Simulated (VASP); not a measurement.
# What goes wrong when the modes of Bismuth are computed with a bad input, part 2 of 2

Some phonon runs on Bismuth get a fault in the input on purpose. Which of them show, and how? The starting structure is a measured crystal structure from the Crystallography Open Database.

VASP 6.6.1.

Results so far: reference A1g 98.8 cm⁻¹; finite displacements, else as the reference A1g 98.8 cm⁻¹; a structure that was not relaxed A1g 102.7 cm⁻¹.

**5. Modes with a loose electronic threshold**

Level of this step: LDA; plane waves and PAW (Bi_d) (VASP).

A slip made on purpose: a loose electronic threshold. Against step 2 the input has EDIFF = 1E-04, IBRION = 6, NFREE = 2 and POTIM = 0.015 (also changed: NELM and NSW).

INCAR

```
SYSTEM = Bi
PREC = Accurate
ENCUT = 450
EDIFF = 1E-04
NELM = 60
ISMEAR = 1
SIGMA = 0.15
LREAL = .FALSE.
ALGO = Normal
GGA = CA
NBANDS = 21
LORBIT = 11
LWAVE = .FALSE.
LCHARG = .FALSE.
KPAR = 4
IBRION = 6
NFREE = 2
POTIM = 0.015
NSW = 1
ISIF = 2
```

POSCAR

```
Bi
1.0
    2.2493911857      1.2986866067      3.8322473363
   -2.2493911857      1.2986866067      3.8322473363
    0.0000000000     -2.5973732132      3.8322473363
Bi
2
Direct
    0.7626540164      0.7626540164      0.7626540164
    0.2373459836      0.2373459836      0.2373459836
```

KPOINTS

```
Automatic mesh
0
Gamma
12 12 12
0 0 0
```

Potentials, in the order of the species: Bi_d (LDA family, release 64).

Launch:

```console
mpirun -np 4 vasp_std
```

The log of the run:

```text
[... set-up lines as in an earlier step ...]
 entering main loop
       N       E                     dE             d eps       ncg     rms          rms(c)
[... 8 cycles as in an earlier step ...]
DAV:   9    -0.912585565459E+01   -0.34010E-05   -0.40170E-05  5279   0.631E-02
   1 F= -.91258557E+01 E0= -.91260003E+01  d E =0.434064E-03
[...]
2 F= -.91256910E+01 E0= -.91258404E+01  d E =0.448158E-03
[...]
3 F= -.91257000E+01 E0= -.91258496E+01  d E =0.448605E-03
[...]
4 F= -.91255341E+01 E0= -.91256659E+01  d E =0.395564E-03
[...]
5 F= -.91254355E+01 E0= -.91256000E+01  d E =0.493566E-03
 Finite differences progress:
  Degree of freedom:   2/  2
  Displacement:        2/  2
  Total:               4/  4
```

It took 87 s on 4 MPI ranks of AMD EPYC 9R45, shared host; peak memory 4.8 GiB; 5.7 min of CPU time.

OUTCAR, selected parts (step 5):

```text
  Total       -0.0954602     -0.0954602     -0.1375655      0.0000000     -0.0000000      0.0000000
  in kB       -2.2769781     -2.2769781     -3.2813011      0.0000000     -0.0000000      0.0000000
  external PRESSURE =      -2.6117524 kB  Pullay stress =       0.0000000 kB

 POSITION                                       TOTAL-FORCE (eV/Angst)
 -----------------------------------------------------------------------------------
      0.00000      0.00000      8.75304         0.000000      0.000000      0.066306
      0.00000      0.00000      2.72871         0.000000     -0.000000     -0.066306
 -----------------------------------------------------------------------------------
    total drift:                                0.001790      0.000019     -0.026590

  FREE ENERGIE OF THE ION-ELECTRON SYSTEM (eV)
  ---------------------------------------------------
  free  energy   TOTEN  =        -9.1254354906 eV

  energy  without entropy=       -9.1259290569  energy(sigma->0) =       -9.12560001

[... 2 parts as in an earlier step ...]

[... 1 further part left out ...]
[key lines of the parts left out:]
E-fermi :   6.6151
```

With a loose electronic threshold the modes are A1g 106.9, Eg 74.9 cm⁻¹; the largest shift is +12.2 cm⁻¹, in Eg, from finite displacements, else as the reference.

**6. Modes with low precision and real-space projectors**

A slip made on purpose: low precision and real-space projectors. Against step 2 the input has PREC = Low, LREAL = Auto, IBRION = 6, NFREE = 2 and POTIM = 0.015 (also changed: NELM and NSW).

INCAR, as its differences from that of step 5:

```diff
@@ -1,5 +1,5 @@
 SYSTEM = Bi
-PREC = Accurate
+PREC = Low
 ENCUT = 450
-EDIFF = 1E-04
+EDIFF = 1E-08
 NELM = 60
@@ -7,3 +7,3 @@
 SIGMA = 0.15
-LREAL = .FALSE.
+LREAL = Auto
 ALGO = Normal
```

POSCAR is that of step 5.

KPOINTS is that of step 5.

Launch:

```console
mpirun -np 4 vasp_std
```

The log of the run:

```text
[banner, memory and clock lines left out]
running    4 mpi-ranks, on    1 nodes
[...]
|                                                                             |
|               ----> ADVICE to this user running VASP <----                  |
|                                                                             |
|     You have a (more or less) 'small supercell' and for smaller cells       |
|     it is recommended to use the reciprocal-space projection scheme!        |
|     The real-space optimization is not efficient for small cells and it     |
|     is also less accurate ...                                               |
|     Therefore, set LREAL=.FALSE. in the INCAR file.                         |
|                                                                             |

 LDA part: xc-table for (Slater(with rela. corr.)+CA(PZ))
 , standard interpolation
 POSCAR, INCAR and KPOINTS ok, starting setup
[...]
entering main loop
       N       E                     dE             d eps       ncg     rms          rms(c)
DAV:   1     0.292388040288E+03    0.29239E+03   -0.15292E+04  7953   0.159E+03
DAV:   2     0.151203824520E+02   -0.27727E+03   -0.27111E+03  8078   0.424E+02
DAV:   3    -0.842100327620E+01   -0.23541E+02   -0.23261E+02  9464   0.143E+02
DAV:   4    -0.921690973495E+01   -0.79591E+00   -0.79552E+00  9534   0.292E+01
[...]
DAV:  10    -0.923096923045E+01    0.15762E-06   -0.23687E-06  9538   0.105E-02    0.140E-03
DAV:  11    -0.923096928361E+01   -0.53159E-07   -0.18147E-07 10412   0.361E-03    0.609E-04
DAV:  12    -0.923096928709E+01   -0.34811E-08   -0.25008E-08  7718   0.109E-03
   1 F= -.92309693E+01 E0= -.92311163E+01  d E =0.440934E-03
[... from here on, the cycles between the ionic steps are left out ...]
   2 F= -.92302022E+01 E0= -.92303536E+01  d E =0.454310E-03
   3 F= -.92302022E+01 E0= -.92303536E+01  d E =0.454310E-03
   4 F= -.92267864E+01 E0= -.92269199E+01  d E =0.400340E-03
   5 F= -.92286661E+01 E0= -.92288329E+01  d E =0.500559E-03
 Finite differences progress:
  Degree of freedom:   2/  2
  Displacement:        2/  2
  Total:               4/  4
```

Wall time 2.1 min (4 MPI ranks); peak memory 4 GiB; 8.3 min of CPU time.

From OUTCAR (step 6):

```text
  Total       -0.5898617     -0.5898617     -0.1259716      0.0000000     -0.0000000      0.0000000
  in kB      -14.0697582    -14.0697582     -3.0047563      0.0000000     -0.0000000      0.0000000
  external PRESSURE =     -10.3814242 kB  Pullay stress =       0.0000000 kB

 POSITION                                       TOTAL-FORCE (eV/Angst)
 -----------------------------------------------------------------------------------
      0.00000      0.00000      8.75304         0.000000      0.000000      0.243051
      0.00000      0.00000      2.72871         0.000000     -0.000000     -0.243051
 -----------------------------------------------------------------------------------
    total drift:                                0.000000     -0.000008      0.002508

  FREE ENERGIE OF THE ION-ELECTRON SYSTEM (eV)
  ---------------------------------------------------
  free  energy   TOTEN  =        -9.2286660673 eV

  energy  without entropy=       -9.2291666265  energy(sigma->0) =       -9.22883292

[... 2 parts as in an earlier step ...]

[... 1 further part left out ...]
[key lines of the parts left out:]
E-fermi :   6.6110
```

With low precision and real-space projectors the modes are A1g 204.9, Eg 58.9 cm⁻¹; the largest shift is +106.1 cm⁻¹, in A1g, from finite displacements, else as the reference.

**7. Modes with perturbation theory asked for with a meta-GGA**

A slip made on purpose: perturbation theory asked for with a meta-GGA. Against step 2 the input has METAGGA = R2SCAN, LASPH = .TRUE. and no GGA (also changed: NELM).

INCAR

```
SYSTEM = Bi
PREC = Accurate
ENCUT = 450
EDIFF = 1E-08
NELM = 60
ISMEAR = 1
SIGMA = 0.15
LREAL = .FALSE.
ALGO = Normal
NBANDS = 21
LORBIT = 11
LWAVE = .FALSE.
LCHARG = .FALSE.
KPAR = 4
IBRION = 8
ISIF = 2
METAGGA = R2SCAN
LASPH = .TRUE.
```

POSCAR is that of step 6.

KPOINTS is that of step 6.

Launch:

```console
mpirun -np 4 vasp_std
```

The log of the run:

```text
[banner, memory and clock lines left out]
running    4 mpi-ranks, on    1 nodes
[...]
|                                                                             |
|               ----> ADVICE to this user running VASP <----                  |
|                                                                             |
|     You enforced a specific xc type in the INCAR file but a different       |
|     [... a line on the potential file left out ...]
|     I HOPE YOU KNOW WHAT YOU ARE DOING!                                     |
|                                                                             |

 LDA part: xc-table for (None), standard interpolation
 POSCAR, INCAR and KPOINTS ok, starting setup
[...]
entering main loop
       N       E                     dE             d eps       ncg     rms          rms(c)
DAV:   1    -0.285780880669E+04   -0.28578E+04   -0.15709E+04  7953   0.164E+03
DAV:   2    -0.314242677143E+04   -0.28462E+03   -0.27834E+03  8063   0.435E+02
[...]
1 F= -.31610364E+04 E0= -.31610365E+04  d E =0.312211E-03
|                                                                             |
|     EEEEEEE  RRRRRR   RRRRRR   OOOOOOO  RRRRRR      ###     ###     ###     |
|     E        R     R  R     R  O     O  R     R     ###     ###     ###     |
|     E        R     R  R     R  O     O  R     R     ###     ###     ###     |
|     EEEEE    RRRRRR   RRRRRR   O     O  RRRRRR       #       #       #      |
|     E        R   R    R   R    O     O  R   R                               |
|     E        R    R   R    R   O     O  R    R      ###     ###     ###     |
|     EEEEEEE  R     R  R     R  OOOOOOO  R     R     ###     ###     ###     |
|                                                                             |
|     You have switched on METAGGA and linear-response routines. This         |
|     combination is currently not supported. If you have selected            |
|     LEPSILON=.TRUE., you can try using LCALCEPS=.TRUE. instead. In all      |
|     other cases, VASP will stop. SOOO sorry...                              |
|                                                                             |
|       ---->  I REFUSE TO CONTINUE WITH THIS SICK JOB ... BYE!!! <----       |
|                                                                             |

1
1
1
1
```

Elapsed: 2.2 min, on 4 MPI ranks.

VASP stopped with this message: “You have switched on METAGGA and linear-response routines. This combination is currently not supported. If you have selected LEPSILON=.TRUE., you can try using LCALCEPS=.TRUE. instead”.

**8. The runs compared**

| run | ended | A1g | Eg | method | core minutes |
| --- | --- | --- | --- | --- | --- |
| reference | converged | 98.8 | 62.3 | perturbation theory | 17.1 |
| finite displacements, else as the reference | converged | 98.8 | 62.7 | finite displacements | 11.5 |
| a structure that was not relaxed | converged | 102.7 | 70.8 | perturbation theory | 29.1 |
| a loose electronic threshold | converged | 106.9 | 74.9 | finite displacements | 5.8 |
| low precision and real-space projectors | converged | 204.9 | 58.9 | finite displacements | 8.33 |
| perturbation theory asked for with a meta-GGA | stopped by VASP | - | - | perturbation theory | 8.87 |

Modes are in cm⁻¹, degenerate ones as one, matched between runs by symmetry and order. A number in brackets counts the listed modes of one symmetry from the lowest. The symmetry labels come from an automatic analysis and can be wrong where levels nearly coincide. Core minutes are wall time times ranks of the run shown, on a shared host.

**9. Summary of results**

```json
{
 "A1g, reference": "98.8 cm⁻¹",
 "Eg, reference": "62.3 cm⁻¹",
 "A1g, finite displacements, else as the reference": "98.8 cm⁻¹",
 "Eg, finite displacements, else as the reference": "62.7 cm⁻¹",
 "A1g, a structure that was not relaxed": "102.7 cm⁻¹",
 "Eg, a structure that was not relaxed": "70.8 cm⁻¹",
 "A1g, a loose electronic threshold": "106.9 cm⁻¹",
 "Eg, a loose electronic threshold": "74.9 cm⁻¹",
 "A1g, low precision and real-space projectors": "204.9 cm⁻¹",
 "Eg, low precision and real-space projectors": "58.9 cm⁻¹",
 "run with perturbation theory asked for with a meta-GGA": "stopped by VASP"
}
```

What this shows: VASP stopped by itself in the run with perturbation theory asked for with a meta-GGA. Finished, but with signs in the output that stand out against the reference: a structure that was not relaxed, with modes off by up to +8.5 cm⁻¹, in Eg (signs: a pressure of -1.7 GPa on the undisplaced cell and forces of up to 0.06 eV/Å on the undisplaced atoms); low precision and real-space projectors, with modes off by up to +106 cm⁻¹, in A1g (signs: VASP's advice that real-space projection is less accurate and a pressure of -1.6 GPa on the undisplaced cell). Finished, and of the signs looked for here (warnings, stress, forces, entropy, moments, translations away from zero, imaginary modes) none stands out against the reference by the marks set here, though the list of modes is off: a loose electronic threshold, with modes off by up to +12 cm⁻¹, in Eg. Runs with finite displacements are held against the sound run of that kind. Further runs on this material are not shown.

[Lines on the potential files, build, host, timing and source positions are cut from VASP's logs without a mark.]

[Logs are printed without paths, hosts, clocks, repeated set-up lines and the standing remarks that a program may print on its own settings, such as how far it seeks lower states.]

[Hosts, paths, dates, database ids (printed as entryN), source tags and the programs' standing remarks are cut or masked in the printed files.]
